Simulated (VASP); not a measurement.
Input:

```
CELL_PARAMETERS angstrom
      0.00000     2.75206     2.75206
      2.75206     0.00000     2.75206
      2.75206     2.75206     0.00000
ATOMIC_POSITIONS crystal
  Mg 0.00000 0.00000 0.00000
  Se 0.50000 0.50000 0.50000
```

The numbers are results of PBE GGA, VASP's PBE PAW potentials (set 64) (plane waves; VASP), not measurements. Settings: PREC = Normal, EDIFF = 1E-5, 400 eV cut-off, 8×8×8 Γ-centred mesh, Gaussian smearing of 0.050 eV, potentials Mg Se.

Q: What does the run give for the energy per atom (σ→0), band gap (on the k-mesh) with the smallest direct gap where there is one?

A: 
```json
{
 "band gap (on the k-mesh)": "1.75 eV",
 "smallest direct gap (on the k-mesh)": "2.40 eV",
 "energy per atom (σ→0)": "-361.4 kJ/mol-atom"
}
```

Total energies compare only between runs with the same potentials, cut-off and functional.

The structure comes from a computed database's MgSe entry (Fm-3m); how it stands against other phases isn't given here. It was relaxed first.
